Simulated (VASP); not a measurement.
EuF2, 3 atoms in the cell. Symmetry: Fm-3m, No. 225, cubic system. Conventional cell: a = 5.796 Å, b = 5.796 Å, c = 5.796 Å, α = 90.00°, β = 90.00°, γ = 90.00°. Eu (site symmetry m-3m) has 8 F at 2.51 Å as nearest neighbours. Around F (site symmetry -43m) lie 4 Eu at 2.51 Å. 

- Program: VASP 6.6.1
- Task: electric field gradients
- Functional: PBEsol
- Potentials or basis: VASP PAW PBE potentials, release 64 (Eu, F)
- Cutoff: 520 eV
- k mesh: 10 × 10 × 10
- Occupations: fermi-dirac, width 0.05 eV
- Spin: collinear spin, ferromagnetic start
- Starting moments: [7.0, 0.0, 0.0] μB
- Hubbard terms: Eu f U = 2 eV
- Further INCAR settings: ALGO = Normal; EDIFF = 1e-07

Potentials or basis: VASP PAW PBE potentials, release 64 (Eu, F).

Launch:

```bash
$ cat potpaw_PBE.64/Eu/POTCAR potpaw_PBE.64/F/POTCAR > POTCAR
$ mpirun -np 1 vasp_std > vasp.out
```

Hardware: 1 thread of Intel(R) Xeon(R) Platinum 8259CL CPU @ 2.50GHz (Skylake/Cascade Lake), on a shared host.

How long does it take, and how much memory?

Run time: 3.9 min on 1 thread of Intel(R) Xeon(R) Platinum 8259CL CPU @ 2.50GHz (Skylake/Cascade Lake) (shared host), peak memory 0.26 GiB. Counts: scf iterations 22, k points 47.
